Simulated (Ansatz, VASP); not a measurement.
# SiC in two plane-wave programs, part 3 of 3

Wanted: the spread between two codes on one cell, functional and k mesh. The cell is taken from a series of runs on this material, whose earlier steps may have relaxed, scaled, displaced or heated it; both programs get it as it stands.

VASP 6.6.1 and Ansatz 0.2.0.

So far: The structure; VASP: zone-centre phonons, PBE.

## (3) Ansatz: zone-centre phonons, PBE

Level of this step: Ansatz beside VASP: Kohn-Sham DFT, plane waves, PBE (Ansatz).

Ansatz runs on its PAW soft_1 files.

The same cell, functional and mesh now go to Ansatz, which takes its cutoff from its data sets.

Contents of input.yaml:

```yaml
crystal:
  lattice:
    - [3.1346259834, 0.0, 0.0]
    - [-1.5673129917, 2.714665733, 0.0]
    - [0.0, 0.0, 10.2638377922]
  atoms:
    - { symbol: C, position: [0.6666666667, 0.3333333333, 0.7497888851] }
    - { symbol: C, position: [0.3333333333, 0.6666666667, 0.2497888851] }
    - { symbol: C, position: [0.0, 0.0, 0.500453103] }
    - { symbol: C, position: [0.0, 0.0, 0.000453103] }
    - { symbol: Si, position: [0.6666666667, 0.3333333333, 0.9378757] }
    - { symbol: Si, position: [0.3333333333, 0.6666666667, 0.4378757] }
    - { symbol: Si, position: [0.0, 0.0, 0.6878813119] }
    - { symbol: Si, position: [0.0, 0.0, 0.1878813119] }
kpoints:
  mp_grid: { grid: [9, 9, 4] }
hamiltonian:
  xc: pbe
  pseudopotentials: { kind: paw, azcp: { folder: soft_1 } }
scf:
  occupations: { method: fixed }
output:
  eigenvalues: true
phonons:
  method: dfpt
  dielectric: true
  rigid_motions: translations
```

The run is started by

```console
ansatz run input.yaml --threads 8 --pin off --max-ram 16384MiB --backend cpu --events-out ev --progress --plain --runs-dir out
```

Numbers of over 12 decimals in the logs are rounded to 6 here.

Output:

```text
Engine: ansatz 0.2.0, x86_64-unknown-linux-gnu
Pseudopotentials: kind: paw
Pseudopotential: C, paw, valence charge 4, recommended cutoff 420 eV (normal), soft_1/C.paw.azcp
Pseudopotential: Si, paw, valence charge 4, recommended cutoff 420 eV (normal), soft_1/Si.paw.azcp
Functional definition: PBE
  parameter kappa = 0.804
  parameter beta = 0.066725
  exchange = pbe_x(kappa = kappa, mu = beta*pi^2/3)
  correlation = pbe_c(beta = beta)
Crystal: 8 atoms, lattice volume = 87.340 Å³
Basis set: ecut = 420 eV, 1679 PW (Γ), exchange–correlation on 48×48×144 points (8 copies of the dense FFT grid, shifted against one another)
Bands: 24, of which v1, the nominal top of the filled ones, is band 16 counted from 1 (15 counted from 0)
Symmetry: 12 space group operations
k-points: 95 of 324 (irreducible under 2 space group operations, time reversal used)
Non-local potential: C, projectors of the file, l = 0: 2, l = 1: 2, l = 2: 1
Non-local potential: Si, projectors of the file, l = 0: 2, l = 1: 2, l = 2: 1
PAW form: soft (Blöchl's): semilocal exchange-correlation on the pseudo side does not see the compensation charge
PAW one-centre angular grid: C, 110 points (default); XC on 64 Gauss nodes
PAW one-centre angular grid: Si, 110 points (default); XC on 64 Gauss nodes
Initial density: superposition of atomic densities (chi_scale 0.1, normalization cell, long waves kept (reshape's long-wave potential 0.00 eV rms))
Initial wavefunctions: pseudopotential atomic-orbital guess
Functional: x = pbe(κ = 0.804, μ = 0.219515), c = pbe(β = 0.066725)
SCF iter   1: F=—  HF=-3553.995162 eV  |F-HF|=—  |Δ(HF+E_count)|=         —  Δρ=1.28e-1  dr2=1.81e1  ethr=3.10e-3  ⟨swp⟩=4.9  Hψ=10548  notcnv=0  defer=530
preconditioner: auto → none  [insulator: Δε(μ)=3.969 eV  Ē_g=12.317 eV  n_scr=6 (ndim 8)  ℏωp=22.5 eV  f_vac=0.000  ε∞_Penn≈4.3]
SCF iter   2: F=—  HF=-3548.933732 eV  |F-HF|=—  |Δ(HF+E_count)|=    5.06e0  Δρ=4.98e-2  dr2=1.43e0  ethr=3.10e-3  ⟨swp⟩=3.9  Hψ=6252  notcnv=0  defer=555
SCF iter   3: F=—  HF=-3548.579711 eV  |F-HF|=—  |Δ(HF+E_count)|=   3.54e-1  Δρ=1.94e-2  dr2=1.73e-1  ethr=3.10e-3  ⟨swp⟩=2.3  Hψ=4188  notcnv=0  defer=558
SCF iter   4: F=—  HF=-3548.572165 eV  |F-HF|=—  |Δ(HF+E_count)|=   7.55e-3  Δρ=1.35e-3  dr2=1.32e-3  ethr=5.42e-4  ⟨swp⟩=2.0  Hψ=2201  notcnv=0  defer=570
SCF iter   5: F=—  HF=-3548.572663 eV  |F-HF|=—  |Δ(HF+E_count)|=   4.98e-4  Δρ=3.34e-4  dr2=1.24e-4  ethr=4.13e-6  ⟨swp⟩=2.2  Hψ=3659  notcnv=0  defer=570
SCF iter   6: F=—  HF=-3548.572648 eV  |F-HF|=—  |Δ(HF+E_count)|=   1.49e-5  Δρ=1.71e-4  dr2=1.15e-5  ethr=3.88e-7  ⟨swp⟩=2.1  Hψ=3081  notcnv=0  defer=518
SCF iter   7: F=—  HF=-3548.572656 eV  |F-HF|=—  |Δ(HF+E_count)|=   7.42e-6  Δρ=3.93e-5  dr2=1.40e-6  ethr=3.60e-8  ⟨swp⟩=2.0  Hψ=3263  notcnv=0  defer=302
SCF iter   8: F=—  HF=-3548.572656 eV  |F-HF|=—  |Δ(HF+E_count)|=   1.82e-7  Δρ=2.02e-5  dr2=2.41e-7  ethr=4.37e-9  ⟨swp⟩=2.3  Hψ=3342  notcnv=0  defer=277
SCF iter   9: F=—  HF=-3548.572656 eV  |F-HF|=—  |Δ(HF+E_count)|=   6.50e-8  Δρ=2.14e-6  dr2=2.69e-9  ethr=7.52e-10  ⟨swp⟩=2.5  Hψ=3257  notcnv=0  defer=277
SCF iter  10: F=—  HF=-3548.572656 eV  |F-HF|=—  |Δ(HF+E_count)|=   3.68e-9  Δρ=4.23e-7  dr2=1.10e-10  ethr=8.41e-12  ⟨swp⟩=2.0  Hψ=3530  notcnv=0  defer=277
SCF iter  11: F=-3548.572656 eV  HF=-3548.572656 eV  |F-HF|=5.46e-12  |Δ(HF+E_count)|=  1.35e-10  Δρ=7.66e-8  dr2=3.91e-12  ethr=1.00e-12  ⟨swp⟩=15.8  Hψ=17149  notcnv=0
SCF 1 converged in 11 iterations: F = -3548.572656 eV  dr2 = 3.91e-12
  greatest PAW one-centre occupation: 0.642 electrons in one spin orbital (limit 2), on the C atom at site 1 (counted from 0), in its partial waves of l = 0
NSCF: frozen V_eff on 4 k-points
DFPT response loops at Γ: preconditioner auto → Resta (q_TF=auto, 2.308 Å⁻¹)  ε∞=5.1 (no band partly filled); β = 1.00, the filter's whole step (`scf.mixing.beta` (0.50) is not read by the response loops at its default; to damp them type it under 1.00, their step now; it binds the ground state too); Broyden in place of MSR1
── the response to a field inside a basis, on 10×10×4 k-points: an SCF that follows is theirs, and a resumed run solves both again ──
Bands: 17, of which v1, the nominal top of the filled ones, is band 16 counted from 1 (15 counted from 0)
k-points: 60 of 400 (irreducible under 4 space group operations, time reversal used)
Initial density: handed on by an earlier stage of this run
Initial wavefunctions: pseudopotential atomic-orbital guess (no wavefunctions were taken with the density)
Eigensolver: Dense (60 Hₖ)
SCF iter   1: F=—  HF=-3548.560194 eV  |F-HF|=—  |Δ(HF+E_count)|=         —  Δρ=1.10e-4  dr2=2.77e-6  ethr=1.00e-1
preconditioner: auto → none  [insulator: Δε(μ)=2.370 eV  Ē_g=9.553 eV  n_scr=6 (ndim 8)  ℏωp=22.5 eV  f_vac=0.000  ε∞_Penn≈6.5]
SCF iter   2: F=—  HF=-3548.560197 eV  |F-HF|=—  |Δ(HF+E_count)|=   2.87e-6  Δρ=5.46e-5  dr2=6.41e-7  ethr=8.66e-9
SCF iter   3: F=-3548.560198 eV  HF=-3548.560198 eV  |F-HF|=3.61e-8  |Δ(HF+E_count)|=   1.06e-6  Δρ=5.45e-6  dr2=4.74e-8  ethr=2.00e-9
SCF 1 converged in 3 iterations: F = -3548.560198 eV  dr2 = 4.74e-8
DFPT response loops at Γ: preconditioner auto → Resta (q_TF=auto, 2.308 Å⁻¹)  ε∞=5.0 (no band partly filled); β = 1.00, the filter's whole step (`scf.mixing.beta` (0.50) is not read by the response loops at its default; to damp them type it under 1.00, their step now; it binds the ground state too); Broyden in place of MSR1
SCF converged after 11 iterations
Free energy (F): -3548.572656 eV
Harris-Foulkes:  -3548.572656 eV  (|F-HF|=5.46e-12)
Internal energy: -3548.572656 eV  (E = F + TS)
E sigma→0 (E₀):  -3548.572656 eV
Fermi energy:    8.880677 eV
--- Per-component energies (eV) ---
  E_band       = 97.884424
  E_kinetic    = 522.218399
  E_local      = -397.047788  (includes V_loc(G=0)·N_el)
  E_nonlocal   = 178.530597
  E_hartree    = 130.334690
  E_xc         = -418.913488
  E_vxc        = -429.898536  (∫ρ·V_xc dr)
  E_paw        = -2445.606474  (= ΣΔE_a)
  E_vpaw       = -36.587860  (= ΣTr[D̂ρ^β])
  E_aug_tail   = 0.000220  (compensation charges beyond the density's cutoff)
  E_ewald      = -1118.088811
  E_smearing   = -0.000000  (= −TS)
  E_closure    = 0.000000  (closes the sum)
  Σ components = -3548.572656   (vs F -3548.572656, Δ=0.00e0)
--- Band table (eV; the first three rows and the last of 95) ---
  k-point 0: bands = [... 12 lower, 8.3026, 8.8313, 8.8807, 8.8807, 13.5034, 14.0813, 14.5261, 14.7004, ... 4 higher]
  k-point 1: bands = [... 12 lower, 8.4722, 8.4722, 8.8257, 8.8257, 13.5573, 13.9316, 14.7971, 14.8795, ... 4 higher]
  k-point 2: bands = [... 12 lower, 8.6766, 8.6766, 8.6766, 8.6766, 13.7104, 13.7104, 15.0868, 15.0868, ... 4 higher]
  k-point 94: bands = [... 12 lower, 5.8030, 5.8030, 7.5154, 7.5154, 13.1145, 13.1145, 14.1806, 14.1806, ... 4 higher]
--- Phonons (Γ-DFPT): 8 representative perturbations + reference, on 95 of 324 k-points (Σ response iterations 26) ---
  k mesh reduced under 2 symmetry operations, with k and −k counted as one. Each operation leaves every solved perturbation unchanged. A smaller set is not considered because the run solves the response to a homogeneous field
  ASR residual: 6.448e-5 → 0.000e0 eV/Å²; symmetrization residual: 1.674e-5 eV/Å²
  ASR residual per site (eV/Å²): 2.66e-5 2.66e-5 1.54e-5 1.54e-5 4.70e-5 4.70e-5 6.45e-5 6.45e-5
  Γ frequencies (cm⁻¹): 0.00 0.00 0.00 190.07 190.07 196.70 196.70 258.18 258.18 373.75 380.90 569.58 709.53 709.53 720.71 720.71 728.81 729.02 729.02 743.26 743.26 778.56 849.59 858.11
  ε∞ (high-frequency dielectric tensor):
        7.138631     0.000000    -0.000000
        0.000000     7.138631     0.000000
       -0.000000     0.000000     7.431282
  ε⁰ (static dielectric tensor: ions relaxed, cell fixed):
       10.545753    -0.000000    -0.000000
       -0.000000    10.545753    -0.000000
       -0.000000    -0.000000    11.233179
  ε⁰ − ε∞ (ionic part):
        3.407123    -0.000000    -0.000000
       -0.000000     3.407123    -0.000000
       -0.000000    -0.000000     3.801897
  softest optical mode at Γ: 190.07 cm⁻¹; the repairs (sum rule, projections) moved no ω² at Γ by more than (3.12 cm⁻¹)²
  Born effective charges Z* (e; rows j = field, columns β = displacement):
    site 0:
        -2.67421   -0.00000    0.00000
        -0.00000   -2.67421   -0.00000
        -0.00000   -0.00000   -2.70650
    site 1:
        -2.67421   -0.00000   -0.00000
        -0.00000   -2.67421    0.00000
         0.00000    0.00000   -2.70650
    site 2:
        -2.62650    0.00000   -0.00000
        -0.00000   -2.62650   -0.00000
        -0.00000   -0.00000   -2.78159
    site 3:
        -2.62650   -0.00000    0.00000
         0.00000   -2.62650    0.00000
         0.00000    0.00000   -2.78159
    site 4:
         2.64709    0.00000   -0.00000
        -0.00000    2.64709    0.00000
        -0.00000   -0.00000    2.61117
    site 5:
[...]
site 6:
[...]
site 7:
[...]
Z* charge neutrality: 9.216e-3 e pre-enforcement
  solved inside a basis spanned on kpoints, on 10×10×4 k-points, its susceptibility summed on 14×14×4: ε∞ is read to err by 2.7e-2, Z* by 1.6e-2 e (field_mesh: kpoints solves on kpoints); Z* is corrected for what the basis lacks
  optical modes at Γ without the LO–TO term, one row a degenerate level:
      ω (cm⁻¹)  modes    IR ((D/Å)²/amu)
[...]
optical modes at Γ + LO–TO along q̂ = [1.0000, 0.0000, 0.0000]:
      ω (cm⁻¹)  modes    IR ((D/Å)²/amu)
[...]
optical modes at Γ + LO–TO along q̂ = [0.0000, 1.0000, 0.0000]:
      ω (cm⁻¹)  modes    IR ((D/Å)²/amu)
[...]
optical modes at Γ + LO–TO along q̂ = [0.0000, 0.0000, 1.0000]:
      ω (cm⁻¹)  modes    IR ((D/Å)²/amu)
[...]
709.53      2             0.1900
        720.71      2             0.0000
        729.02      2             0.0000
        743.26      2           153.9166
        778.21      1             0.0624
        849.59      1             0.0000
        858.11      1             0.0000
        896.19      1            82.5762
```

The column dr2 measures how far the density is from self-consistency, as an energy; F and HF (Harris–Foulkes) agree once it is small.

## (4) Differences

Known differences besides the potentials themselves: fixed occupations in Ansatz, narrow Gaussian smearing in VASP; VASP's response is taken on the typed mesh, Ansatz refines its own for the field response alone; the cutoff is 420 eV in Ansatz and 600 eV in VASP. Total energies have different zeros and are not compared.

Compared:

| quantity | Ansatz | VASP | difference |
| --- | --- | --- | --- |
| ε∞ xx | 7.14 | 7.19 | -0.78 % |
| ε∞ yy | 7.14 | 7.19 | -0.78 % |
| ε∞ zz | 7.43 | 7.43 | -0.02 % |
| Born charge of C1 (mean of the diagonal) (e) | -2.68 | -2.67 | -0.02 |
| Born charge of Si5 (mean of the diagonal) (e) | 2.64 | 2.62 | +0.02 |
| optical mode 1 to 2 (cm⁻¹) | 190.1 | 190.4 | -0.17 % |
| optical mode 3 to 4 (cm⁻¹) | 196.7 | 197.0 | -0.14 % |
| optical mode 5 to 6 (cm⁻¹) | 258.2 | 258.7 | -0.21 % |
| optical mode 7 (cm⁻¹) | 373.8 | 374.2 | -0.13 % |
| optical mode 8 (cm⁻¹) | 380.9 | 381.5 | -0.16 % |
| optical mode 9 (cm⁻¹) | 569.6 | 568.8 | +0.14 % |
| optical mode 10 to 11 (cm⁻¹) | 709.5 | 709.9 | -0.06 % |
| optical mode 12 to 13 (cm⁻¹) | 720.7 | 720.9 | -0.02 % |
| optical mode 14 (cm⁻¹) | 728.8 | 729.0 | -0.02 % |
| optical mode 15 to 16 (cm⁻¹) | 729.0 | 729.1 | -0.02 % |
| optical mode 17 to 18 (cm⁻¹) | 743.3 | 743.6 | -0.04 % |
| optical mode 19 (cm⁻¹) | 778.6 | 778.7 | -0.01 % |
| optical mode 20 (cm⁻¹) | 849.6 | 849.7 | -0.01 % |
| optical mode 21 (cm⁻¹) | 858.1 | 857.9 | +0.02 % |

Modes are paired by rising frequency, not by their patterns, so a pair may set unlike modes beside each other; they are those without the splitting of longitudinal modes.

## (5) What came out

* r.m.s. difference of the optical zone-centre modes, each program's sorted by frequency (zone-centre phonons, PBE): 0.37 cm⁻¹
* difference in ε∞ xx (zone-centre phonons, PBE): -0.8 %

What this shows: The r.m.s. difference of the optical zone-centre modes, each program's sorted by frequency is 0.37 cm⁻¹ (zone-centre phonons, PBE). Among the rows given in per cent, the largest difference of the zone-centre phonons, PBE pair is in ε∞ xx, -0.8 %. Such differences can come from data sets, numerical settings and the points named under the comparisons, not from the functional's error against experiment.

[Lines on the potential files, build, host, timing and source positions are cut from VASP's logs without a mark.]

[Logs are printed without paths, hosts, clocks, repeated set-up lines and the standing remarks that a program may print on its own settings, such as how far it seeks lower states.]

[Hosts, paths, dates, database ids (printed as entryN), source tags and the programs' standing remarks are cut or masked in the printed files.]
